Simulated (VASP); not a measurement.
```
S2Si
1.0
    1.64480     0.94963     6.18568
   -1.64480     0.94963     6.18568
    0.00000    -1.89925     6.18568
Si S
1 2
Direct
  0.00000   0.00000   0.00000
  0.26283   0.26283   0.26283
  0.73717   0.73717   0.73717
```

All values below come from r2SCAN meta-GGA, VASP's PBE PAW potentials (set 64) (plane waves; VASP). Run with 400 eV cut-off, 9×9×9 Γ-centred mesh, tetrahedra with Blöchl corrections, potentials Si S.

Q: What does the run give for the energy per atom (σ→0), band gap (over mesh and band path) with the smallest direct gap where there is one?

A: 
The band gap (over mesh and band path) is 1.65 eV and the smallest direct gap (over mesh and band path) is 2.22 eV. The energy per atom (σ→0) comes out as -8.891 eV/atom.

Only differences to runs with the same potentials and settings are physical.

The structure was generated: SiS2 was put into the CdCl2 type (R-3m), which need not be its known phase. It was relaxed first, which changed the volume by +18 %.
